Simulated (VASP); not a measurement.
Data:

```yaml
crystal:
  lattice:
    - [0.00000, 2.40888, 2.40888]
    - [2.40888, 0.00000, 2.40888]
    - [2.40888, 2.40888, 0.00000]
  atoms:
    - { symbol: Be, position: [0.00000, 0.00000, 0.00000] }
    - { symbol: S, position: [0.25000, 0.25000, 0.25000] }
```

Method: optB86b-vdW, VASP's PBE PAW potentials (set 64) (plane waves; VASP). Numerical set-up: 520 eV cut-off, 9×9×9 Γ-centred mesh, Gaussian smearing of 0.050 eV, potentials Be S.

Task: Estimate the energy per atom (σ→0), pressure.

Result: 
```yaml
energy per atom (σ→0): -4.114 eV/atom
pressure: 3.08 GPa
```

The compound is BeS in the zinc blende structure. This cell is one point of a volume scan, at 0.97 of the reference volume.
